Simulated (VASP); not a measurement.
## OInBr2H: single point with PBE

OInBr2H, in a box:

```
O In Br H
1.0
    13.00000    0.00000    0.00000
     0.00000   13.00000    0.00000
     0.00000    0.00000   12.00000
O In Br H
1 1 2 1
Cartesian
  6.3239 7.9361 6.1424
  6.4627 5.9993 6.0956
  8.2944 4.8455 7.2081
  4.7697 4.7398 4.8508
  7.0032 8.3049 6.6565
```

The cell isn't the ideal one: atoms moved at random, drawn with an rms of 0.05 Å.

| Quantity | Value |
| --- | --- |
| Program | VASP 6.6.1 |
| Task | single point |
| Functional | PBE |
| Potentials or basis | VASP PAW PBE potentials, release 64 (O, In_d, Br, H) |
| Cutoff | 520 eV |
| k mesh | 1 × 1 × 1 |
| Occupations | gaussian, width 0.01 eV |
| Spin | no spin polarisation |
| Further INCAR settings | ALGO = Fast; EDIFF = 1e-06 |

```
Largest force                   : 2.657 eV/Å
Gap between the frontier levels : 3.86 eV
```

Forces on the atoms (eV/Å):
```
O   -1.944 -0.045 -1.372
In  -0.236 -0.857 -0.243
Br   0.359 -0.216  0.230
Br  -0.084 -0.047 -0.056
H    1.905  1.165  1.440
```

Levels at points of the mesh, in eV from the valence-band top:
| k point | band 15 | band 16 | band 17 | band 18 | band 19 | band 20 |
| --- | --- | --- | --- | --- | --- | --- |
| (0.00, 0.00, 0.00) | -0.12 | -0.11 | 0.00 | 3.86 | 5.18 | 6.61 |

Run time: 3.3 min on 1 thread of Intel(R) Xeon(R) Platinum 8259CL CPU @ 2.50GHz (Skylake/Cascade Lake) (shared host), peak memory 1.5 GiB.

Caveat: spin-orbit coupling is left out, which moves the levels of the heavy elements.
